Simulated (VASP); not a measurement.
Data:

```
RhTe
1.0
    1.80426    -5.16108     0.00000
    1.80426     5.16108     0.00000
    0.00000     0.00000     3.96807
Te Rh
2 2
Cartesian
  1.80426  -1.48560   0.99202
  1.80426   1.48560   2.97606
  1.80426  -4.27697   0.99202
  1.80426   4.17697   2.97606
```

All values below come from PBEsol GGA, VASP's PBE PAW potentials (set 64) (plane waves; VASP). Numerical set-up: 480 eV cut-off, 8×8×8 Γ-centred mesh, first-order Methfessel-Paxton smearing of 0.10 eV, potentials Te Rh_pv.

### Question
Which forces act on the atoms, in eV/Å?

### Answer

| atom | Fx | Fy | Fz |
|---|---|---|---|
| Te1 | 0.000 | -0.085 | 0.000 |
| Te2 | 0.000 | -0.170 | 0.000 |
| Rh3 | 0.000 | 0.702 | 0.000 |
| Rh4 | 0.000 | -0.447 | 0.000 |

### Question
Give the stress tensor in GPa (positive for a compressed cell).

### Answer

```
0.10  0.00  0.00
0.00  0.62  0.00
0.00  0.00  0.96
```
The pressure is its mean diagonal, 0.56 GPa.

The structure was generated: TeRh was put into the CrB type (Cmcm), which need not be its known phase. This cell was strained or had an atom moved on purpose.
